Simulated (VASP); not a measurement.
# NiMo7S16 (a cell with a defect) in VASP: further runs

The runs below take NiMo7S16 (a cell with a defect) through single point, with PBEsol+U.

Program: VASP 6.6.1. These are calculated values, not measurements. Logs are shortened: lines on timing, memory, paths and dates and some standing lists are left out, and cuts for length are marked.

### Step 1. The structure

The cell holds a defect, 24 atoms: a = 6.338 Å, b = 6.338 Å, c = 12.324 Å, α = 90.00°, β = 90.00°, γ = 120.00°.

### Step 2. Single point, PBEsol+U, collinear spin, ferromagnetic start

The input, INCAR:

```
SYSTEM = NiMo7S16
PREC     = Accurate       ! precision mode
ENCUT    = 350            ! plane-wave cutoff, eV
EDIFF    = 1E-5           ! SCF threshold, eV
ISMEAR   = 0              ! smearing method
SIGMA    = 0.03           ! smearing width, eV
LREAL    = Auto         
LASPH    = .True.         ! aspherical terms in the spheres
NELM     = 120            ! most SCF steps
ALGO     = Normal         ! electronic algorithm
ISIF     = 2              ! what is computed and relaxed
LWAVE    = .False.        ! write WAVECAR
LCHARG   = .False.        ! write CHGCAR
ISPIN    = 2              ! spin polarisation
MAGMOM   = 4 0 0 0 0 0 0 0 0 0 0 0 0 0 0 0 0 0 0 0 0 0 0 0 ! initial moments
LORBIT   = 11             ! projections on sites
LMAXMIX  = 4              ! l up to which the mixer works
LDAU     = .True.         ! DFT+U
LDAUTYPE = 2            
LDAUL    = 2 -1 -1        ! shell
LDAUU    = 5 0 0          ! U, eV
LDAUJ    = 0 0 0        
LDAUPRINT= 1            
GGA      = PS             ! functional
KPAR     = 4
```

The input, KPOINTS:

```
regular mesh
0
Gamma
  3 3 2
  0 0 0
```

The input, POSCAR:

```
NiMo7S16
1.0
    6.3379960990      0.0000000000      0.0000000000
   -3.1689980495      5.4888656308      0.0000000000
    0.0000000000      0.0000000000     12.3240000000
Ni Mo S
1 7 16
Direct
    0.1666666667      0.3333333333      0.2500000000
    0.1666666667      0.8333333333      0.2500000000
    0.6666666667      0.3333333333      0.2500000000
    0.6666666667      0.8333333333      0.2500000000
    0.3333333333      0.1666666667      0.7500000000
    0.3333333333      0.6666666667      0.7500000000
    0.8333333333      0.1666666667      0.7500000000
    0.8333333333      0.6666666667      0.7500000000
    0.1666666667      0.3333333333      0.6230000000
    0.1666666667      0.8333333333      0.6230000000
    0.6666666667      0.3333333333      0.6230000000
    0.6666666667      0.8333333333      0.6230000000
    0.3333333333      0.1666666667      0.1230000000
    0.3333333333      0.6666666667      0.1230000000
    0.8333333333      0.1666666667      0.1230000000
    0.8333333333      0.6666666667      0.1230000000
    0.1666666667      0.3333333333      0.8770000000
    0.1666666667      0.8333333333      0.8770000000
    0.6666666667      0.3333333333      0.8770000000
    0.6666666667      0.8333333333      0.8770000000
    0.3333333333      0.1666666667      0.3770000000
    0.3333333333      0.6666666667      0.3770000000
    0.8333333333      0.1666666667      0.3770000000
    0.8333333333      0.6666666667      0.3770000000
```

Potentials or basis: VASP PAW PBE potentials, release 64 (Ni, Mo_sv, S).

Command:

```sh
$ cat potpaw_PBE.64/Ni/POTCAR potpaw_PBE.64/Mo_sv/POTCAR potpaw_PBE.64/S/POTCAR > POTCAR
$ mpirun -np 4 vasp_std > vasp.out
```

OUTCAR:

```text
SYSTEM = NiMo7S16
   PREC = Accurate
   ENCUT = 350
   EDIFF = 1E-5
   ISMEAR = 0
   LREAL = Auto
   LASPH = .True.
   NELM = 120
   ISIF = 2
   ISPIN = 2
   LORBIT = 11
   GGA = PS

 ion  position               nearest neighbor table
   1  0.167  0.333  0.250-  13 2.41  21 2.41  14 2.41  22 2.41  15 2.41  23 2.41   2 3.17   4 3.17
                             2 3.17   4 3.17   3 3.17   3 3.17
   2  0.167  0.833  0.250-  14 2.41  22 2.41  21 2.41  13 2.41  16 2.41  24 2.41   1 3.17   3 3.17
                             1 3.17   3 3.17   4 3.17   4 3.17
   3  0.667  0.333  0.250-  15 2.41  23 2.41  16 2.41  24 2.41  13 2.41  21 2.41   2 3.17   4 3.17
                             4 3.17   2 3.17   1 3.17   1 3.17
   4  0.667  0.833  0.250-  16 2.41  24 2.41  23 2.41  15 2.41  14 2.41  22 2.41   1 3.17   3 3.17
                             3 3.17   1 3.17   2 3.17   2 3.17
   5  0.333  0.167  0.750-   9 2.41  17 2.41  10 2.41  18 2.41  11 2.41  19 2.41   6 3.17   8 3.17
                             6 3.17   8 3.17   7 3.17   7 3.17
   6  0.333  0.667  0.750-  10 2.41  18 2.41  17 2.41   9 2.41  12 2.41  20 2.41   5 3.17   7 3.17
                             5 3.17   7 3.17   8 3.17   8 3.17
   7  0.833  0.167  0.750-  11 2.41  19 2.41  12 2.41  20 2.41   9 2.41  17 2.41   6 3.17   8 3.17
                             8 3.17   6 3.17   5 3.17   5 3.17
   8  0.833  0.667  0.750-  12 2.41  20 2.41  19 2.41  11 2.41  10 2.41  18 2.41   5 3.17   7 3.17
                             7 3.17   5 3.17   6 3.17   6 3.17
   9  0.167  0.333  0.623-   5 2.41   6 2.41   7 2.41
  10  0.167  0.833  0.623-   6 2.41   5 2.41   8 2.41
  11  0.667  0.333  0.623-   7 2.41   8 2.41   5 2.41
  12  0.667  0.833  0.623-   8 2.41   7 2.41   6 2.41
  13  0.333  0.167  0.123-   1 2.41   2 2.41   3 2.41
  14  0.333  0.667  0.123-   2 2.41   1 2.41   4 2.41
[... 8 lines left out ...]
  23  0.833  0.167  0.377-   3 2.41   4 2.41   1 2.41
  24  0.833  0.667  0.377-   4 2.41   3 2.41   2 2.41

  LATTYP: Found a hexagonal cell.
 ALAT       =     6.3379960990
 C/A-ratio  =     1.9444631722

  Lattice vectors:

 A1 = (   6.3379960990,   0.0000000000,   0.0000000000)
 A2 = (  -3.1689980495,   5.4888656308,   0.0000000000)
 A3 = (   0.0000000000,   0.0000000000,  12.3240000000)

Analysis of symmetry for initial positions (statically):
=====================================================================
 Subroutine PRICEL returns:
 Original cell was already a primitive cell.

 Routine SETGRP: Setting up the symmetry group for a
 hexagonal supercell.

 Subroutine GETGRP returns: Found 12 space group operations
 (whereof  2 operations were pure point group operations)
 out of a pool of 24 trial point group operations.

The static configuration has the point symmetry C_1h.
 The point group associated with its full space group is D_3h.

Analysis of symmetry for dynamics (positions and initial velocities):
=====================================================================
 Subroutine PRICEL returns:
 Original cell was already a primitive cell.

 Routine SETGRP: Setting up the symmetry group for a
 hexagonal supercell.

 Subroutine GETGRP returns: Found 12 space group operations
 (whereof  2 operations were pure point group operations)
 out of a pool of 24 trial point group operations.

The dynamic configuration has the point symmetry C_1h.
 The point group associated with its full space group is D_3h.

Analysis of structural, dynamic, and magnetic symmetry:
=====================================================================
 Subroutine PRICEL returns:
 Original cell was already a primitive cell.

 Routine SETGRP: Setting up the symmetry group for a
 hexagonal supercell.

 Subroutine GETGRP returns: Found 12 space group operations
 (whereof  2 operations were pure point group operations)
 out of a pool of 24 trial point group operations.

The overall configuration has the point symmetry C_1h.
 The point group associated with its full space group is D_3h.

 Subroutine INISYM returns: Found 12 space group operations
 (whereof  2 operations are pure point group operations),
 and found     1 'primitive' translations

----------------------------------------------------------------------------------------

[... 159 lines left out ...]

atom =   1  type =  1  l = 2

 onsite density matrix

spin component  1

  0.9421 -0.0000  0.0000  0.0000  0.0000
 -0.0000  0.8297  0.0000 -0.0000  0.0000
  0.0000  0.0000  0.9276 -0.0000 -0.0000
  0.0000 -0.0000 -0.0000  0.8297 -0.0000
  0.0000  0.0000 -0.0000 -0.0000  0.9421

spin component  2

  0.8054  0.0000  0.0000  0.0000  0.0000
  0.0000  0.8087 -0.0000 -0.0000 -0.0000
  0.0000 -0.0000  0.8854 -0.0000 -0.0000
  0.0000 -0.0000 -0.0000  0.8087 -0.0000
  0.0000 -0.0000 -0.0000 -0.0000  0.8054

 occupancies and eigenvectors

  o =  0.8054  v =  0.0000  0.0000  0.0000  0.0000  0.0000  1.0000  0.0000  0.0000  0.0000  0.0000      0.0000  0.0000  0.0000  0.0000  0.0000  0.0000  0.0000  0.0000  0.0000  0.0000
  o =  0.8054  v =  0.0000  0.0000  0.0000  0.0000  0.0000  0.0000  0.0000 -0.0000  0.0000 -1.0000      0.0000  0.0000  0.0000  0.0000  0.0000  0.0000  0.0000  0.0000  0.0000  0.0000
  o =  0.8087  v =  0.0000  0.0000  0.0000  0.0000  0.0000  0.0000 -1.0000 -0.0000 -0.0000 -0.0000      0.0000  0.0000  0.0000  0.0000  0.0000  0.0000  0.0000  0.0000  0.0000  0.0000
  o =  0.8087  v =  0.0000  0.0000  0.0000  0.0000  0.0000  0.0000  0.0000 -0.0000 -1.0000  0.0000      0.0000  0.0000  0.0000  0.0000  0.0000  0.0000  0.0000  0.0000  0.0000  0.0000
  o =  0.8297  v =  0.0000 -1.0000  0.0000 -0.0000  0.0000  0.0000  0.0000  0.0000  0.0000  0.0000      0.0000  0.0000  0.0000  0.0000  0.0000  0.0000  0.0000  0.0000  0.0000  0.0000
  o =  0.8297  v =  0.0000 -0.0000 -0.0000  1.0000 -0.0000  0.0000  0.0000  0.0000  0.0000  0.0000      0.0000  0.0000  0.0000  0.0000  0.0000  0.0000  0.0000  0.0000  0.0000  0.0000
  o =  0.8854  v =  0.0000  0.0000  0.0000  0.0000  0.0000  0.0000 -0.0000  1.0000  0.0000 -0.0000      0.0000  0.0000  0.0000  0.0000  0.0000  0.0000  0.0000  0.0000  0.0000  0.0000
  o =  0.9276  v =  0.0000  0.0000  1.0000 -0.0000  0.0000  0.0000  0.0000  0.0000  0.0000  0.0000      0.0000  0.0000  0.0000  0.0000  0.0000  0.0000  0.0000  0.0000  0.0000  0.0000
  o =  0.9421  v =  0.0000 -0.0000  0.0000 -0.0000 -1.0000  0.0000  0.0000  0.0000  0.0000  0.0000      0.0000  0.0000  0.0000  0.0000  0.0000  0.0000  0.0000  0.0000  0.0000  0.0000
  o =  0.9421  v =  1.0000  0.0000  0.0000  0.0000  0.0000  0.0000  0.0000  0.0000  0.0000  0.0000      0.0000  0.0000  0.0000  0.0000  0.0000  0.0000  0.0000  0.0000  0.0000  0.0000

 number of electron     204.0000015 magnetization       1.3261629

 Free energy of the ion-electron system (eV)
  ---------------------------------------------------
  ext. energy  EPLUGINS =         0.00000000
  ---------------------------------------------------
  free energy    TOTEN  =      -174.00041419 eV

  energy without entropy =     -173.99952939  energy(sigma->0) =     -173.99997179

 E-fermi :   7.0925     XC(G=0): -10.9277

 val. band max:        7.0429904369   @ k =   0.3333   0.0000   0.5000
 cond. band min:       7.1380438483   @ k =   0.3333   0.0000   0.0000
 fundamental gap:      0.0950534114
 Fermi energy:         7.0925198738

 spin component 1

 k-point     1 :       0.0000    0.0000    0.0000
  band No.  band energies     occupation
      1     -54.4752      1.00000
      2     -54.4452      1.00000
      3     -54.4452      1.00000
      4     -54.2435      1.00000
      5     -54.2055      1.00000
      6     -54.2055      1.00000
[... 691 lines left out ...]
    113       8.7109      0.00000
    114       8.9593      0.00000
 Fermi energy:         7.0925198738

 spin component 2

 k-point     1 :       0.0000    0.0000    0.0000
  band No.  band energies     occupation
      1     -54.3444      1.00000
      2     -54.3142      1.00000
      3     -54.3142      1.00000
      4     -54.2433      1.00000
      5     -54.2049      1.00000
      6     -54.2049      1.00000
[... 691 lines left out ...]
    113       8.8459      0.00000
    114       8.9710      0.00000
 [bands above 114 left out]

------------------------ aborting loop because EDIFF is reached ----------------------------------------

  FORCE on cell =-STRESS in cart. coord.  units (eV):
  Direction    XX          YY          ZZ          XY          YZ          ZX
  --------------------------------------------------------------------------------------
  -------------------------------------------------------------------------------------
  Total      -10.7706826    -10.7706826    -12.6273068      0.0000000     -0.0000000     -0.0000000
  in kB      -40.2501546    -40.2501546    -47.1883790      0.0000000     -0.0000000     -0.0000000
  external PRESSURE =     -42.5628961 kB  Pullay stress =       0.0000000 kB

 VOLUME and BASIS-vectors are now :
 -----------------------------------------------------------------------------
  energy-cutoff  :      350.00
  volume of cell :      428.73
      direct lattice vectors                 reciprocal lattice vectors
     6.337996099  0.000000000  0.000000000     0.157778576  0.091093503  0.000000000
    -3.168998049  5.488865631  0.000000000     0.000000000  0.182187007  0.000000000
     0.000000000  0.000000000 12.324000000     0.000000000  0.000000000  0.081142486

 POSITION                                       TOTAL-FORCE (eV/Angst)
 -----------------------------------------------------------------------------------
      0.00000      1.82962      3.08100         0.000000     -0.000000      0.000000
     -1.58450      4.57405      3.08100         0.119747      0.069136      0.000000
      3.16900      1.82962      3.08100         0.000000     -0.138272      0.000000
      1.58450      4.57405      3.08100        -0.119747      0.069136      0.000000
      1.58450      0.91481      9.24300        -0.001954      0.001128      0.000000
     -0.00000      3.65924      9.24300         0.000000     -0.002256      0.000000
[... 16 lines left out ...]
      4.75350      0.91481      4.64615         0.057531      0.033216     -0.826698
      3.16900      3.65924      4.64615         0.000000     -0.000000     -0.346499
 -----------------------------------------------------------------------------------
    total drift:                                0.000008     -0.000004      0.000000

  FREE ENERGIE OF THE ION-ELECTRON SYSTEM (eV)
  ---------------------------------------------------
  free  energy   TOTEN  =      -174.0004141894 eV

  energy  without entropy=     -173.9995293907  energy(sigma->0) =     -173.99997179

 total charge

# of ion       s       p       d       tot
------------------------------------------
    1        0.353   0.441   8.552   9.346
    2        2.301   6.216   3.914  12.430
    3        2.301   6.216   3.914  12.430
    4        2.301   6.216   3.914  12.430
    5        2.294   6.220   3.953  12.467
    6        2.294   6.220   3.953  12.467
[... 16 lines left out ...]
   23        1.368   2.261   0.000   3.629
   24        1.361   2.304   0.000   3.664
--------------------------------------------------
tot         38.229  80.645  36.107 154.981

 magnetization (x)

# of ion       s       p       d       tot
------------------------------------------
    1        0.009   0.005   0.358   0.372
    2        0.003   0.004   0.193   0.201
    3        0.003   0.004   0.193   0.201
    4        0.003   0.004   0.193   0.201
    5        0.000   0.000   0.001   0.001
    6        0.000   0.000   0.001   0.001
[... 16 lines left out ...]
   23        0.001   0.029   0.000   0.030
   24       -0.000  -0.002   0.000  -0.002
--------------------------------------------------
tot          0.026   0.185   0.938   1.149
```

Wall time 3.1 min (4 MPI ranks of Intel Xeon 6975P-C (Granite Rapids), shared host); peak memory 0.6 GiB.

Results:

```
Free energy                                           : -174.0004 eV
Pressure                                              : -4.3 GPa
Largest force                                         : 0.829 eV/Å
Band gap on the k mesh                                : none (metal or under the smearing width)
Net moment                                            : 1.33 μB per cell
Site moments                                          : Ni +0.37; Mo +0.20, +0.00, -0.00; S +0.00, -0.00, +0.03 μB
Valence electrons inside the program's atomic spheres : Ni 9.35; Mo 12.43, 12.47; S 3.67, 3.63, 3.66
```

Forces in eV/Å, atoms in the order of the input:
```
Ni   0.000  0.000  0.000
Mo   0.120  0.069  0.000
Mo   0.000 -0.138  0.000
Mo  -0.120  0.069  0.000
Mo  -0.002  0.001  0.000
Mo   0.000 -0.002  0.000
Mo   0.002  0.001  0.000
Mo   0.000  0.000  0.000
S    0.000  0.000  0.315
S    0.002  0.001  0.291
S    0.000 -0.003  0.291
S   -0.002  0.001  0.291
S   -0.058  0.033  0.827
S    0.000 -0.066  0.827
S    0.058  0.033  0.827
S    0.000  0.000  0.346
S    0.000  0.000 -0.315
S    0.002  0.001 -0.291
S    0.000 -0.003 -0.291
S   -0.002  0.001 -0.291
S   -0.058  0.033 -0.827
S    0.000 -0.066 -0.827
S    0.058  0.033 -0.827
S    0.000  0.000 -0.346
```

Eigenvalues of the final occupation matrices:
```
    site  spin  trace               eigenvalues
site 1 d     1   4.47  0.83 0.83 0.93 0.94 0.94
site 1 d     2   4.11  0.81 0.81 0.81 0.81 0.89
```

Caveat: the k mesh is coarse (spacing up to 0.38 Å⁻¹), so the values aren't converged; the PAW data sets were made with another functional, which shifts forces and pressure a little; the moment fell far below its start of 4 μB, so a state of higher moment may lie lower in energy.

(Part 1 of 2 ends here.)
